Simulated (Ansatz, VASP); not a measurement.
**CaV2 in VASP and in Ansatz**

```
Ca V
1.0
     0.00000    3.53795    3.53795
     3.53795    0.00000    3.53795
     3.53795    3.53795    0.00000
Ca V
1 2
Direct
  0.00000 0.00000 0.00000
  0.25000 0.25000 0.25000
  0.75000 0.75000 0.75000
```

Alike in both runs: functional PBE; k mesh 6 × 6 × 6; occupations gaussian, width 0.1 eV; collinear spin.

Ansatz relaxed the structure, and its values are those at the end. VASP's run is a single point on that final structure, the one shown.

|  | VASP | Ansatz |
| --- | --- | --- |
| version | VASP 6.6.1 | Ansatz 0.2.0 |
| potentials or method | VASP PAW PBE potentials, release 64 (Ca_sv, V_sv) | scalar-relativistic, plane waves, PAW |
| plane-wave cutoff (eV) | 520 | 420 |
| valence electrons in the cell | 36 | 36 |

```csv
,VASP,Ansatz,Ansatz less VASP
gap on the k mesh at the Fermi level (eV),none,none,-
pressure (GPa),-0.1,-0.2,-0.05
net moment per atom (μB),2.81,2.81,-0.002
size of the moment on the site where the two differ most (μB),3.04,3.21,+0.174
```

Site moments also hang on the region over which each program counts them. A gap of «none» marks a metal or a gap that the smearing closes. With one functional, cell and mesh, what is left measures potentials, basis and numerics.
